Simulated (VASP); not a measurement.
Shape and ions are relaxed at each volume.

Energy against volume of AlN (wurtzite). All values below come from PBE GGA with D3 dispersion (zero damping), VASP's PBE PAW potentials (set 64) (plane waves; VASP).

```json
[
 {"V (Å³/atom)": "9.856", "E (eV/atom)": "-7.57886"},
 {"V (Å³/atom)": "10.170", "E (eV/atom)": "-7.59899"},
 {"V (Å³/atom)": "10.485", "E (eV/atom)": "-7.60538"},
 {"V (Å³/atom)": "10.799", "E (eV/atom)": "-7.59991"},
 {"V (Å³/atom)": "11.114", "E (eV/atom)": "-7.58421"}
]
```

Task: Fit a third-order Birch-Murnaghan equation of state.

Result: 
| Item | Result |
|---|---|
| volume per atom | 10.49 Å³/atom |
| bulk modulus | 201 GPa |
| pressure derivative of the bulk modulus | 3.90 |

Measured: bulk modulus 208 GPa (computed value off by -3.6 %), as given by J. Phys. Chem. B 108, 11506, doi 10.1021/jp048396e, abstract (bulk AlN value quoted). The calculation is for a static lattice, while the measured bulk modulus holds thermal and zero-point effects, which are part of the difference.

The compound is AlN in the wurtzite structure. It was relaxed first.
